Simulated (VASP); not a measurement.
```
Os
1.0
    1.35373    -2.34473     0.00000
    1.35373     2.34473     0.00000
    0.00000     0.00000     4.27941
Os
2
Direct
  0.33333   0.66667   0.25000
  0.66667   0.33333   0.75000
```

Level of theory: LDA (Ceperley-Alder, Perdew-Zunger), VASP's LDA PAW potentials (set 64) (plane waves; VASP). Run with 500 eV cut-off, 15×15×9 Γ-centred mesh, first-order Methfessel-Paxton smearing of 0.10 eV, potentials Os.

Unless said otherwise, spin-orbit coupling is left out, though it shifts the bands of the heavy elements here.

Problem. Predict the energy per atom (σ→0), pressure, band gap (on the k-mesh) with the smallest direct gap where there is one.

Solution. 
```yaml
band gap (on the k-mesh): none (metal, semimetal or under 0.01 eV)
energy per atom (σ→0): -12.653 eV/atom
pressure: 48.7 kbar
```

The compound is Os in the hcp structure. It was relaxed first under an external pressure of 5 GPa.
